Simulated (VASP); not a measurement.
All values below come from TPSS meta-GGA, VASP's PBE PAW potentials (set 64) (plane waves; VASP).

Input for VASP

### KPOINTS
```
Automatic mesh
0
Gamma
11 11 11
0 0 0
```

POSCAR:
```
MgO
1
    0.0000000000     2.1561268697     2.1561268697
    2.1561268697     0.0000000000     2.1561268697
    2.1561268697     2.1561268697     0.0000000000
Mg O
1 1
Direct
  0.0000000000   0.0000000000   0.0000000000
  0.5000000000   0.5000000000   0.5000000000
```

### INCAR
```
SYSTEM = MgO
PREC = Accurate
ENCUT = 520
EDIFF = 1E-7
NELM = 100
ALGO = Normal
LREAL = .FALSE.
LASPH = .TRUE.
ISMEAR = 0
SIGMA = 0.05
METAGGA = TPSS
LMIXTAU = .TRUE.
LWAVE = .FALSE.
LCHARG = .FALSE.
ISIF = 2
```

POTCAR, in this order: Mg O (PBE.64 set). Program: vasp_std.

What VASP printed:

File OSZICAR:
```
       N       E                     dE             d eps       ncg     rms          rms(c)
DAV:   1     0.452197715343E+02    0.45220E+02   -0.49741E+03  1048   0.102E+03
DAV:   2    -0.235552619064E+01   -0.47575E+02   -0.45592E+02  1304   0.247E+02
DAV:   3    -0.397926782205E+01   -0.16237E+01   -0.15888E+01  1312   0.526E+01
DAV:   4    -0.398926497511E+01   -0.99972E-02   -0.99972E-02  1560   0.442E+00
DAV:   5    -0.398927930598E+01   -0.14331E-04   -0.14331E-04  1432   0.144E-01    0.646E+00
DAV:   6    -0.188192420373E+02   -0.14830E+02   -0.60988E+01   896   0.120E+02    0.744E+00
DAV:   7    -0.185327533784E+02    0.28649E+00   -0.44081E-01  1072   0.756E+00    0.611E+00
DAV:   8    -0.182175727989E+02    0.31518E+00   -0.11878E+01   896   0.236E+01    0.301E+00
DAV:   9    -0.182179477942E+02   -0.37500E-03   -0.46641E-02  1008   0.262E+00    0.290E+00
DAV:  10    -0.182545795999E+02   -0.36632E-01   -0.14692E-02  1040   0.118E+00    0.290E+00
DAV:  11    -0.181195085030E+02    0.13507E+00   -0.13477E+00   896   0.806E+00    0.816E-01
DAV:  12    -0.181218482431E+02   -0.23397E-02   -0.11758E-02   904   0.149E+00    0.772E-01
DAV:  13    -0.181254603745E+02   -0.36121E-02   -0.20349E-02   944   0.127E+00    0.326E-01
DAV:  14    -0.181250281882E+02    0.43219E-03   -0.18412E-03   960   0.336E-01    0.112E-01
DAV:  15    -0.181252028212E+02   -0.17463E-03   -0.12594E-03   944   0.269E-01    0.646E-02
DAV:  16    -0.181251474555E+02    0.55366E-04   -0.36556E-05   968   0.757E-02    0.267E-02
DAV:  17    -0.181252242069E+02   -0.76751E-04   -0.71133E-06   928   0.487E-02    0.413E-03
DAV:  18    -0.181252109531E+02    0.13254E-04   -0.12344E-06  1040   0.138E-02    0.137E-03
DAV:  19    -0.181252137211E+02   -0.27679E-05   -0.47099E-08   712   0.316E-03    0.115E-03
DAV:  20    -0.181252126190E+02    0.11021E-05   -0.16777E-07   560   0.327E-03    0.111E-04
DAV:  21    -0.181252128788E+02   -0.25981E-06   -0.80117E-09   488   0.122E-03    0.391E-05
DAV:  22    -0.181252128594E+02    0.19375E-07   -0.35725E-10   520   0.238E-04
   1 F= -.18125213E+02 E0= -.18125213E+02  d E =-.188545E-19
```

### OUTCAR
```
------------------------ aborting loop because EDIFF is reached ----------------------------------------
  FORCE on cell =-STRESS in cart. coord.  units (eV):
  Direction    XX          YY          ZZ          XY          YZ          ZX
  --------------------------------------------------------------------------------------
  Total       -1.0188268     -1.0188268     -1.0188268     -0.0000000      0.0000000     -0.0000000
  in kB      -81.4250484    -81.4250484    -81.4250484     -0.0000000      0.0000000     -0.0000000
  external PRESSURE =     -81.4250484 kB  Pullay stress =       0.0000000 kB
  volume of cell :       20.05
      direct lattice vectors                 reciprocal lattice vectors
     0.000000000  2.156126870  2.156126870    -0.231897300  0.231897300  0.231897300
     2.156126870  0.000000000  2.156126870     0.231897300 -0.231897300  0.231897300
     2.156126870  2.156126870  0.000000000     0.231897300  0.231897300 -0.231897300
  FREE ENERGIE OF THE ION-ELECTRON SYSTEM (eV)
  ---------------------------------------------------
  free  energy   TOTEN  =       -18.1252128594 eV

  energy  without entropy=      -18.1252128594  energy(sigma->0) =      -18.12521286
```
(Selected blocks of OUTCAR.)

The compound is MgO in the rock salt structure. This cell is one point of a volume scan, at 1.06 of the reference volume.
